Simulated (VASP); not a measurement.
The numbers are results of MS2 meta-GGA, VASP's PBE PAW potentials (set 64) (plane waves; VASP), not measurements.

Input for VASP

INCAR:
```
SYSTEM = ZrC
PREC = Accurate
ENCUT = 520
EDIFF = 1E-7
NELM = 100
ALGO = Normal
LREAL = .FALSE.
LASPH = .TRUE.
ISMEAR = 1
SIGMA = 0.1
METAGGA = MS2
LMIXTAU = .TRUE.
LMAXMIX = 4
LWAVE = .FALSE.
LCHARG = .FALSE.
ISIF = 2
```

### KPOINTS
```
Regular mesh
0
G
 13 13 13
0 0 0
```

File POSCAR:
```
ZrC
1
    0.0000000000     2.3251470666     2.3251470666
    2.3251470666     0.0000000000     2.3251470666
    2.3251470666     2.3251470666     0.0000000000
Zr C
1 1
Direct
  0.0000000000   0.0000000000   0.0000000000
  0.5000000000   0.5000000000   0.5000000000
```

POTCAR, in this order: Zr_sv C (PBE.64 set). Program: vasp_std.

What VASP printed:

OUTCAR:
```
 ion  position               nearest neighbor table
   1  0.000  0.000  0.000-   2 2.33   2 2.33   2 2.33   2 2.33   2 2.33   2 2.33
   2  0.500  0.500  0.500-   1 2.33   1 2.33   1 2.33   1 2.33   1 2.33   1 2.33
  LATTYP: Found a face centered cubic cell.
 ALAT       =     4.6502941332
 Subroutine PRICEL returns:
 Original cell was already a primitive cell.
 Subroutine GETGRP returns: Found 48 space group operations
The static configuration has the point symmetry O_h .
The dynamic configuration has the point symmetry O_h .
 Subroutine INISYM returns: Found 48 space group operations
 Subroutine IBZKPT returns following result:
 Found     84 irreducible k-points:

 Following reciprocal coordinates:
            Coordinates               Weight
  0.000000  0.000000  0.000000      1.000000
  0.076923  0.000000  0.000000      8.000000
  0.153846  0.000000  0.000000      8.000000
  0.230769  0.000000  0.000000      8.000000
  0.307692  0.000000  0.000000      8.000000
  0.384615  0.000000  0.000000      8.000000
  0.461538  0.000000  0.000000      8.000000
  0.076923  0.076923  0.000000      6.000000
  0.153846  0.076923  0.000000     24.000000
  0.230769  0.076923  0.000000     24.000000
  0.307692  0.076923  0.000000     24.000000
  0.384615  0.076923  0.000000     24.000000
  0.461538  0.076923  0.000000     24.000000
 -0.461538  0.076923  0.000000     24.000000
 -0.384615  0.076923  0.000000     24.000000
 -0.307692  0.076923  0.000000     24.000000
 -0.230769  0.076923  0.000000     24.000000
 -0.153846  0.076923  0.000000     24.000000
 -0.076923  0.076923  0.000000     12.000000
  0.153846  0.153846  0.000000      6.000000
  0.230769  0.153846  0.000000     24.000000
  0.307692  0.153846  0.000000     24.000000
  0.384615  0.153846  0.000000     24.000000
  0.461538  0.153846  0.000000     24.000000
 -0.461538  0.153846  0.000000     24.000000
 -0.384615  0.153846  0.000000     24.000000
 -0.307692  0.153846  0.000000     24.000000
 -0.230769  0.153846  0.000000     24.000000
 -0.153846  0.153846  0.000000     12.000000
  0.230769  0.230769  0.000000      6.000000
  0.307692  0.230769  0.000000     24.000000
  0.384615  0.230769  0.000000     24.000000
  0.461538  0.230769  0.000000     24.000000
 -0.461538  0.230769  0.000000     24.000000
 -0.384615  0.230769  0.000000     24.000000
 -0.307692  0.230769  0.000000     24.000000
 -0.230769  0.230769  0.000000     12.000000
  0.307692  0.307692  0.000000      6.000000
  0.384615  0.307692  0.000000     24.000000
  0.461538  0.307692  0.000000     24.000000
   k-points           NKPTS =     84   k-points in BZ     NKDIM =     84   number of bands    NBANDS=     12
   number of dos      NEDOS =    301   number of ions     NIONS =      2
   total plane-waves  NPLWV =  13824
   dimension x,y,z NGX =    24 NGY =   24 NGZ =   24
   dimension x,y,z NGXF=    48 NGYF=   48 NGZF=   48
   ions per type =               1   1
   PREC   = accura    normal or accurate (medium, high low for compatibility)
   ISTART =      0    job   : 0-new  1-cont  2-samecut
   ICHARG =      2    charge: 1-file 2-atom 10-const
   ISPIN  =      1    spin polarized calculation?
   LNONCOLLINEAR =      F non collinear calculations
   LSORBIT =      F    spin-orbit coupling
   INIWAV =      1    electr: 0-lowe 1-rand  2-diag
   ENCUT  =  520.0 eV  38.22 Ry    6.18 a.u.   6.11  6.11  6.11*2*pi/ulx,y,z
   NELM   =    100;   NELMIN=  2; NELMDL= -5     # of ELM steps
   EDIFF  = 0.1E-06   stopping-criterion for ELM
   LREAL  =      F    real-space projection
   NLSPLINE    = F    spline interpolate recip. space projectors
   LMAXMIX     =    4 max onsite mixed and CHGCAR
...
```

### OSZICAR
```
       N       E                     dE             d eps       ncg     rms          rms(c)
DAV:   1     0.766933996504E+02    0.76693E+02   -0.84908E+03  2016   0.127E+03
DAV:   2    -0.484251661321E+02   -0.12512E+03   -0.11740E+03  2356   0.331E+02
DAV:   3    -0.592931901380E+02   -0.10868E+02   -0.10252E+02  3572   0.721E+01
DAV:   4    -0.595937342978E+02   -0.30054E+00   -0.29588E+00  2280   0.112E+01
DAV:   5    -0.595997717082E+02   -0.60374E-02   -0.60346E-02  2732   0.155E+00    0.521E+01
DAV:   6    -0.187145192426E+02    0.40885E+02   -0.21820E+02  2328   0.810E+01    0.231E+01
DAV:   7    -0.252051264228E+02   -0.64906E+01   -0.19759E+01  2588   0.381E+01    0.164E+01
DAV:   8    -0.227720922543E+02    0.24330E+01   -0.12565E+01  3036   0.348E+01    0.891E+00
DAV:   9    -0.222106232519E+02    0.56147E+00   -0.42979E-01  2364   0.794E+00    0.736E+00
DAV:  10    -0.235475506303E+02   -0.13369E+01   -0.89569E-01  2144   0.143E+01    0.493E+00
DAV:  11    -0.173928458723E+02    0.61547E+01   -0.45739E+00  2048   0.270E+01    0.432E+00
DAV:  12    -0.205505239233E+02   -0.31577E+01   -0.35315E+00  2700   0.214E+01    0.415E+00
DAV:  13    -0.212361602092E+02   -0.68564E+00   -0.11102E+00  3244   0.866E+00    0.447E+00
DAV:  14    -0.212532084661E+02   -0.17048E-01   -0.31128E-02  2208   0.240E+00    0.465E+00
DAV:  15    -0.212706039210E+02   -0.17395E-01   -0.45190E-03  2472   0.876E-01    0.444E+00
DAV:  16    -0.213221207518E+02   -0.51517E-01   -0.67866E-02  2072   0.338E+00    0.306E+00
DAV:  17    -0.213161239676E+02    0.59968E-02   -0.70987E-03  2804   0.736E-01    0.256E+00
DAV:  18    -0.213070235190E+02    0.91004E-02   -0.47565E-03  2932   0.779E-01    0.209E+00
DAV:  19    -0.213007439901E+02    0.62795E-02   -0.13807E-02  2316   0.102E+00    0.866E-01
DAV:  20    -0.212947947876E+02    0.59492E-02   -0.15860E-02  2924   0.121E+00    0.525E-01
DAV:  21    -0.212930898490E+02    0.17049E-02   -0.26324E-03  3048   0.566E-01    0.295E-01
DAV:  22    -0.212930955898E+02   -0.57408E-05   -0.22914E-03  2104   0.462E-01    0.304E-01
DAV:  23    -0.212931589839E+02   -0.63394E-04   -0.11012E-03  2620   0.362E-01    0.689E-02
DAV:  24    -0.212931371379E+02    0.21846E-04   -0.99404E-05  2660   0.113E-01    0.310E-02
DAV:  25    -0.212930730783E+02    0.64060E-04   -0.78726E-05  2100   0.124E-01    0.412E-02
DAV:  26    -0.212931073193E+02   -0.34241E-04   -0.25917E-05  2196   0.695E-02    0.247E-02
DAV:  27    -0.212931070598E+02    0.25957E-06   -0.24884E-06  2568   0.203E-02    0.201E-02
DAV:  28    -0.212931068293E+02    0.23050E-06   -0.98575E-07  2088   0.163E-02    0.118E-02
DAV:  29    -0.212931088899E+02   -0.20606E-05   -0.61767E-07  2748   0.897E-03    0.481E-03
DAV:  30    -0.212931089023E+02   -0.12421E-07   -0.24131E-07  1848   0.723E-03
   1 F= -.21293109E+02 E0= -.21293081E+02  d E =-.848881E-04
```

**OUTCAR**
```
------------------------ aborting loop because EDIFF is reached ----------------------------------------
  FORCE on cell =-STRESS in cart. coord.  units (eV):
  Direction    XX          YY          ZZ          XY          YZ          ZX
  --------------------------------------------------------------------------------------
  Total        1.1718322      1.1718322      1.1718322      0.0000000      0.0000000      0.0000000
  in kB       74.6783546     74.6783546     74.6783546      0.0000000      0.0000000      0.0000000
  external PRESSURE =      74.6783546 kB  Pullay stress =       0.0000000 kB
  volume of cell :       25.14
      direct lattice vectors                 reciprocal lattice vectors
     0.000000000  2.325147067  2.325147067    -0.215040161  0.215040161  0.215040161
     2.325147067  0.000000000  2.325147067     0.215040161 -0.215040161  0.215040161
     2.325147067  2.325147067  0.000000000     0.215040161  0.215040161 -0.215040161
 POSITION                                       TOTAL-FORCE (eV/Angst)
 -----------------------------------------------------------------------------------
      0.00000      0.00000      0.00000         0.000000      0.000000      0.000000
      2.32515      2.32515      2.32515        -0.000000     -0.000000     -0.000000
 -----------------------------------------------------------------------------------
    total drift:                                0.000000     -0.000000     -0.000000
  FREE ENERGIE OF THE ION-ELECTRON SYSTEM (eV)
  ---------------------------------------------------
  free  energy   TOTEN  =       -21.2931089023 eV

  energy  without entropy=      -21.2930240142  energy(sigma->0) =      -21.29308061
```
(Selected blocks of OUTCAR.)

File OUTCAR:
```
 val. band max:        9.9813916328   @ k =   0.4615   0.4615   0.0000

 cond. band min:      10.0199587692   @ k =   0.3846   0.3077   0.0000


 Fermi energy:        10.0163242859

 k-point     1 :       0.0000    0.0000    0.0000
  band No.  band energies     occupation
      1     -39.3310      2.00000
      2     -16.4302      2.00000
      3     -16.4302      2.00000
      4     -16.4301      2.00000
      5      -2.1862      2.00000
      6      10.9113     -0.00000
      7      10.9113     -0.00000
      8      10.9113     -0.00000
      9      11.2166     -0.00000
     10      11.2166     -0.00000
     11      11.2166     -0.00000
     12      13.1268      0.00000

 k-point     2 :       0.0769    0.0000    0.0000
  band No.  band energies     occupation
      1     -39.3245      2.00000
      2     -16.4901      2.00000
      3     -16.4350      2.00000
      4     -16.4350      2.00000
      5      -2.0433      2.00000
      6       9.9461      1.92110
      7      10.1920     -0.03227
      8      10.1920     -0.03227
      9      11.4956     -0.00000
     10      11.4956     -0.00000
     11      11.8584     -0.00000
     12      13.8652      0.00000

 k-point     3 :       0.1538    0.0000    0.0000
  band No.  band energies     occupation
      1     -39.3063      2.00000
      2     -16.6525      2.00000
      3     -16.4482      2.00000
      4     -16.4482      2.00000
      5      -1.6370      2.00000
      6       8.6664      2.00000
      7       9.1897      2.00000
      8       9.1897      2.00000
      9      11.9381     -0.00000
     10      11.9381     -0.00000
     11      12.3656      0.00000
     12      15.2958      0.00000

 k-point     4 :       0.2308    0.0000    0.0000
  band No.  band energies     occupation
      1     -39.2806      2.00000
      2     -16.8734      2.00000
      3     -16.4668      2.00000
      4     -16.4668      2.00000
      5      -1.0293      2.00000
      6       7.3665      2.00000
...
```

The compound is ZrC in the rock salt structure. This cell is one point of a volume scan, at 0.97 of the reference volume.
